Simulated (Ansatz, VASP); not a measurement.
One calculation of Cu2B, two programs

The input INCAR:

```
  PREC = Accurate
  ENCUT = 520
  EDIFF = 1E-6
  ISMEAR = -1
  SIGMA = 0.05
  LREAL = F
  LASPH = T
  NELM = 60
  ALGO = Normal
  ISIF = 2
  LWAVE = F
  LCHARG = F
  GGA = PS
  NBANDS = 34
```

KPOINTS

```
regular mesh
0
Gamma
  5 5 5
```

POSCAR

```
Cu2B
1.0
    0.0000000000      3.2834700000      3.2834700000
    3.2834700000      0.0000000000      3.2834700000
    3.2834700000      3.2834700000      0.0000000000
Cu B
4 2
Direct
    0.1250000000      0.1250000000      0.1250000000
    0.6250000000      0.1250000000      0.1250000000
    0.1250000000      0.1250000000      0.6250000000
    0.1250000000      0.6250000000      0.1250000000
    0.5000000000      0.5000000000      0.5000000000
    0.7500000000      0.7500000000      0.7500000000
```

File input.yaml:

```yaml
crystal:
  lattice:
    - [0.0, 3.28347, 3.28347]
    - [3.28347, 0.0, 3.28347]
    - [3.28347, 3.28347, 0.0]
  atoms:
    - { symbol: Cu, position: [0.125, 0.125, 0.125] }
    - { symbol: Cu, position: [0.625, 0.125, 0.125] }
    - { symbol: Cu, position: [0.125, 0.125, 0.625] }
    - { symbol: Cu, position: [0.125, 0.625, 0.125] }
    - { symbol: B, position: [0.5, 0.5, 0.5] }
    - { symbol: B, position: [0.75, 0.75, 0.75] }
hamiltonian:
  xc: pbesol
  pseudopotentials: { kind: paw }
kpoints:
  mp_grid: { grid: [5, 5, 5] }
scf:
  occupations: { method: fermi_dirac, width: 0.05 }
output:
  forces: true
  stress: true
  eigenvalues: true
```

The cell was built by a generator and needn't be a form met in nature.

Alike in both runs: task single point; functional PBEsol; k mesh 5 × 5 × 5; occupations fermi-dirac, width 0.05 eV; no spin polarisation.

|  | VASP | Ansatz |
| --- | --- | --- |
| version | VASP 6.6.1 | Ansatz 0.2.0 |
| potentials or method | VASP PAW PBE potentials, release 64 (Cu, B) | Ansatz PAW |
| plane-wave cutoff (eV) | 520 | 420 |
| valence electrons in the cell | 50 | 82 |

VASP gave:

```
gap on the k mesh at the Fermi level (eV) : none
pressure (GPa)                            : -6.4
```

Problem. Which values does Ansatz return?

Solution. gap on the k mesh at the Fermi level (eV): none; pressure (GPa): -6.9.

A gap of «none» marks a metal or a gap that the smearing closes. The two sets of potentials don't hold the same shells in valence.

Caveats: the PAW data sets were made with another functional, which shifts forces and pressure a little (VASP); the PAW data sets come from PBE, with cores solved anew for the run's functional, which leaves a small shift of forces and pressure (Ansatz).
